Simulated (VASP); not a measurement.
Consider the following.

```
NaCl
1.0
    0.00000     2.80857     2.80857
    2.80857     0.00000     2.80857
    2.80857     2.80857     0.00000
Na Cl
1 1
Direct
  0.00000   0.00000   0.00000
  0.50000   0.50000   0.50000
```

These are rev-vdW-DF2, VASP's PBE PAW potentials (set 64) (plane waves; VASP) values and carry that method's errors. Settings: 520 eV cut-off, Gaussian smearing of 0.050 eV, potentials Na_pv Cl.

Task: What does the run give for the band gap (along the path) with the smallest direct gap where there is one?

Result: 
```json
{
  "band gap (along the path)": "5.06 eV",
  "smallest direct gap (along the path)": "5.06 eV"
}
```

The absolute energy has meaning only against runs of the same code, potentials and settings.

The compound is NaCl in the rock salt structure. It was relaxed first.
